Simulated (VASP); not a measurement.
Crystal: Ru.

```
Ru
1.0
     2.70580    0.00000    0.00000
    -1.35290    2.34329    0.00000
     0.00000    0.00000    4.28190
Ru
2
Cartesian
  0.0000 1.5622 1.0705
  1.3529 0.7811 3.2114
```

- Program: VASP 6.6.1
- Task: relaxation of cell and atoms
- Functional: PBEsol
- Potentials or basis: VASP PAW PBE potentials, release 64 (Ru_pv)
- Cutoff: 600 eV
- k mesh: 15 × 15 × 9
- Occupations: methfessel-paxton, width 0.1 eV
- Spin: no spin polarisation

At the start: pressure -6.5 GPa; volume 13.57 Å³/atom.

**Question.** How do energy, volume and symmetry change on relaxing?

**Answer.** Over 7 steps the energy falls by 5.4 meV/atom and the volume is 13.32 Å³/atom (-1.9 %); space group P6_3/mmc (No. 194, to 0.05 Å).

The path:
```csv
step,energy change (eV),largest force (eV/Å),pressure (GPa),volume (Å³)
1,0.0000,0.0000,-6.50,27.15
2,0.1056,0.0000,25.00,25.04
3,-0.0108,0.0000,-0.16,26.64
4,-0.0108,0.0000,-0.02,26.63
5,-0.0108,0.0000,0.12,26.62
6,-0.0108,0.0000,-0.38,26.65
7,-0.0108,0.0000,-0.04,26.63
```

Final structure:
```
Ru
1.0
     2.68826    0.00000    0.00000
    -1.34413    2.32811    0.00000
     0.00000    0.00000    4.25530
Ru
2
Direct
  0.33333 0.66667 0.25000
  0.66667 0.33333 0.75000
```

Caveat: the PAW data sets were made with another functional, which shifts forces and pressure a little.
